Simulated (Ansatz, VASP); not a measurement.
# SnTe: VASP beside Ansatz, part 2 of 2

Wanted: the spread between two codes on one cell, functional and k mesh. The cell is taken from a series of runs on this material, whose earlier steps may have relaxed, scaled, displaced or heated it; both programs get it as it stands.

VASP 6.6.1 and Ansatz 0.2.0.

So far: Set-up; VASP: zone-centre phonons, PBEsol.

## Step 3: Ansatz: zone-centre phonons, PBEsol

Level of this step: Ansatz beside VASP: Kohn-Sham DFT, plane waves, PBEsol (Ansatz).

Ansatz runs on its PAW soft_1 files.

The same cell, functional, mesh and smearing now go to Ansatz, which takes its cutoff from its data sets.

The input, input.yaml:

```yaml
crystal:
  lattice:
    - [0.0249794828, 3.1505928784, 3.1440521562]
    - [3.1505928784, 0.0249794828, 3.1440521562]
    - [3.1755723611, 3.1755723611, -1.0e-10]
  atoms:
    - { symbol: Sn, position: [0.0, 0.0, 0.0] }
    - { symbol: Te, position: [0.5, 0.5, 0.5] }
kpoints:
  mp_grid: { grid: [12, 12, 12] }
hamiltonian:
  xc: pbesol
  pseudopotentials: { kind: paw, azcp: { folder: soft_1 }, xc_functional: pbe }
scf:
  occupations: { method: gaussian, width: 0.01 }
output:
  eigenvalues: true
phonons:
  method: dfpt
```

Command:

```console
> ansatz run input.yaml --threads 4 --pin off --max-ram 10240MiB --backend cpu --events-out ev --progress --plain --runs-dir out
```

Numbers of over 12 decimals in the logs are rounded to 6 here.

The program printed:

```text
zone centre: on kpoints.mp_grid the ground state, and the responses unless they are solved on pairs of k-points, stand on 476 of the mesh's 1728 k-points, reduced under 4 symmetry operations, with k and −k counted as one. Each operation leaves every solved displacement unchanged or reverses it
Engine: ansatz 0.2.0, x86_64-unknown-linux-gnu
Pseudopotentials: kind: paw
Pseudopotential: Sn, paw, valence charge 14, recommended cutoff 420 eV (normal), soft_1/Sn.paw.azcp
Pseudopotential: Te, paw, valence charge 16, recommended cutoff 420 eV (normal), soft_1/Te.paw.azcp
Functional definition: PBEsol
  exchange = pbesol_x
  correlation = pbesol_c
Crystal: 2 atoms, lattice volume = 62.413 Å³
Basis set: ecut = 420 eV, 1243 PW (Γ), exchange–correlation on 64×64×64 points (8 copies of the dense FFT grid, shifted against one another)
Bands: 19, of which v1, the nominal top of the filled ones, is band 15 counted from 1 (14 counted from 0)
Symmetry: 8 space group operations
k-points: 476 of 1728 (irreducible under 4 space group operations)
Non-local potential: Sn, projectors of the file, l = 0: 2, l = 1: 2, l = 2: 2, l = 3: 1
Non-local potential: Te, projectors of the file, l = 0: 2, l = 1: 2, l = 2: 2, l = 3: 1
PAW form: soft (Blöchl's): semilocal exchange-correlation on the pseudo side does not see the compensation charge
PAW frozen core: Sn, regenerated for the run's functional, and the local potential with it (the file was generated under x = pbe(κ = 0.804, μ = 0.219515), c = pbe(β = 0.066725))
PAW frozen core: Te, regenerated for the run's functional, and the local potential with it (the file was generated under x = pbe(κ = 0.804, μ = 0.219515), c = pbe(β = 0.066725))
PAW one-centre angular grid: Sn, 590 points (default); XC on 64 Gauss nodes
PAW one-centre angular grid: Te, 590 points (default); XC on 64 Gauss nodes
Initial density: superposition of atomic densities (chi_scale 0.1, normalization cell, long waves kept (reshape's long-wave potential 0.00 eV rms))
Initial wavefunctions: pseudopotential atomic-orbital guess
Functional: x = pbesol(κ = 0.804, μ = 0.123457), c = pbesol(β = 0.046)
SCF iter   1: F=—  HF=-12852.012360 eV  |F-HF|=—  |Δ(HF+E_count)|=         —  Δρ=1.07e-2  dr2=7.15e-2  ethr=3.10e-3  ⟨swp⟩=7.6  Hψ=52602  notcnv=0
preconditioner: auto → none  [insulator: Δε(μ)=0.079 eV  Ē_g=8.680 eV  σ=0.010 eV  W_gap=1.00  n_scr=14 (ndim 8)  ℏωp=14.9 eV  f_vac=0.000  D(μ)=0.00/eV (n_scr^D=0)  ε∞_Penn≈3.9]
SCF iter   2: F=—  HF=-12852.006751 eV  |F-HF|=—  |Δ(HF+E_count)|=   5.61e-3  Δρ=5.38e-3  dr2=1.89e-2  ethr=2.38e-4  ⟨swp⟩=2.0  Hψ=14743  notcnv=0
SCF iter   3: F=—  HF=-12852.006682 eV  |F-HF|=—  |Δ(HF+E_count)|=   6.90e-5  Δρ=4.05e-4  dr2=4.16e-5  ethr=6.28e-5  ⟨swp⟩=3.3  Hψ=17540  notcnv=0
SCF iter   4: F=—  HF=-12852.006695 eV  |F-HF|=—  |Δ(HF+E_count)|=   1.35e-5  Δρ=1.11e-4  dr2=6.77e-6  ethr=1.39e-7  ⟨swp⟩=2.1  Hψ=17615  notcnv=0
SCF iter   5: F=—  HF=-12852.006690 eV  |F-HF|=—  |Δ(HF+E_count)|=   4.74e-6  Δρ=2.50e-5  dr2=1.01e-7  ethr=2.26e-8  ⟨swp⟩=2.0  Hψ=16184  notcnv=0
SCF iter   6: F=—  HF=-12852.006690 eV  |F-HF|=—  |Δ(HF+E_count)|=   4.68e-7  Δρ=5.63e-6  dr2=1.12e-8  ethr=3.36e-10  ⟨swp⟩=2.0  Hψ=16184  notcnv=0
SCF iter   7: F=—  HF=-12852.006690 eV  |F-HF|=—  |Δ(HF+E_count)|=   5.70e-9  Δρ=1.07e-6  dr2=5.37e-10  ethr=3.74e-11  ⟨swp⟩=2.0  Hψ=16184  notcnv=0
SCF iter   8: F=-12852.006690 eV  HF=-12852.006690 eV  |F-HF|=3.64e-12  |Δ(HF+E_count)|=  2.73e-10  Δρ=1.36e-7  dr2=7.32e-12  ethr=1.00e-12  ⟨swp⟩=5.6  Hψ=52951  notcnv=0
SCF 1 converged in 8 iterations: F = -12852.006690 eV  dr2 = 7.32e-12
  greatest PAW one-centre occupation: 0.998 electrons in one spin orbital (limit 2), on the Te atom at site 1 (counted from 0), in its partial waves of l = 2
DFPT response loops at Γ: preconditioner auto → Resta (q_TF=auto, 2.415 Å⁻¹)  ε∞=30.4 (no band partly filled); β = 1.00, the filter's whole step (`scf.mixing.beta` (0.50) is not read by the response loops at its default; to damp them type it under 1.00, their step now; it binds the ground state too); Broyden in place of MSR1
SCF converged after 8 iterations
Free energy (F): -12852.006690 eV
Harris-Foulkes:  -12852.006690 eV  (|F-HF|=3.64e-12)
Internal energy: -12852.006690 eV  (E = F + TS)
E sigma→0 (E₀):  -12852.006690 eV
Fermi energy:    9.604815 eV
--- Per-component energies (eV) ---
  E_band       = -355.125849
  E_kinetic    = 339.295188
  E_local      = -2680.291945  (includes V_loc(G=0)·N_el)
  E_nonlocal   = 215.535230
  E_hartree    = 1335.415033
  E_xc         = -246.379246
  E_vxc        = -182.347475  (∫ρ·V_xc dr)
  E_paw        = -8888.385115  (= ΣΔE_a)
  E_vpaw       = -718.147447  (= ΣTr[D̂ρ^β])
  E_aug_tail   = 0.000379  (compensation charges beyond the density's cutoff)
  E_ewald      = -2927.855865
  E_core_change = 0.659651  (= ΣΔE_core)
  E_smearing   = -0.000000  (= −TS)
  E_closure    = -0.000000  (closes the sum)
  Σ components = -12852.006690   (vs F -12852.006690, Δ=0.00e0)
--- Band table (eV; the first three rows and the last of 476) ---
  k-point 0: bands = [... 11 lower, 4.8739, 7.3818, 7.4316, 7.5306, 12.8861, 12.9335, 12.9584, 14.2168]
  k-point 1: bands = [... 11 lower, 4.5146, 7.4259, 7.5387, 7.6664, 12.5567, 12.6036, 12.6126, 14.2081]
  k-point 2: bands = [... 11 lower, 3.7372, 7.4666, 7.5667, 8.1696, 11.8744, 11.9010, 11.9330, 14.2683]
  k-point 475: bands = [... 11 lower, 3.0849, 3.9697, 5.7456, 5.9109, 11.6820, 14.4755, 14.5353, 15.9866]
--- Phonons (Γ-DFPT): 4 representative perturbations + reference, on 476 of 1728 k-points (Σ response iterations 12) ---
  k mesh reduced under 4 symmetry operations, with k and −k counted as one. Each operation leaves every solved displacement unchanged or reverses it
  ASR residual: 1.594e-4 → 0.000e0 eV/Å²; symmetrization residual: 8.025e-6 eV/Å²
  ASR residual per site (eV/Å²): 9.67e-6 1.59e-4
  Γ frequencies (cm⁻¹): 0.00 0.00 0.00 10.11 26.16 29.23
  non-analytic LO–TO correction: not included (Born effective charges unavailable; polar crystals: no LO–TO splitting at Γ)
```

Reading the cycles: dr2 is the Hartree energy of the density residual (eV), the measure of convergence; HF is the Harris–Foulkes estimate of the energy, which meets the free energy F at convergence.

## Step 4: Side by side

Known differences besides the potentials themselves: the data sets hold 30 valence electrons in Ansatz (on its PAW soft_1 files) and 20 in VASP; the cutoff is 420 eV in Ansatz and 500 eV in VASP; Ansatz makes its cores anew for this functional, VASP keeps those of its PBE data sets. Total energies have different zeros and are not compared.

Compared:

| quantity | Ansatz | VASP | difference |
| --- | --- | --- | --- |
| optical mode 1 (cm⁻¹) | 10.1 | 16.1 | -6.0 |
| optical mode 2 (cm⁻¹) | 26.2 | 29.9 | -3.7 |
| optical mode 3 (cm⁻¹) | 29.2 | 32.8 | -3.5 |

Modes are paired by rising frequency, not by their patterns, so a pair may set unlike modes beside each other; they are those without the splitting of longitudinal modes.

## Step 5: Results

- r.m.s. difference of the optical zone-centre modes, each program's sorted by frequency (zone-centre phonons, PBEsol): 4.6 cm⁻¹

**Reading.** The r.m.s. difference of the optical zone-centre modes, each program's sorted by frequency is 4.6 cm⁻¹ (zone-centre phonons, PBEsol). The data sets hold unlike numbers of valence electrons (30 in Ansatz and 20 in VASP), so part of the differences comes from the potentials. How closely two codes agree says nothing of how well the functional describes the real material.

[Lines on the potential files, build, host, timing and source positions are cut from VASP's logs without a mark.]

[Logs are printed without paths, hosts, clocks, repeated set-up lines and the standing remarks that a program may print on its own settings, such as how far it seeks lower states.]

[Hosts, paths, dates, database ids (printed as entryN), source tags and the programs' standing remarks are cut or masked in the printed files.]
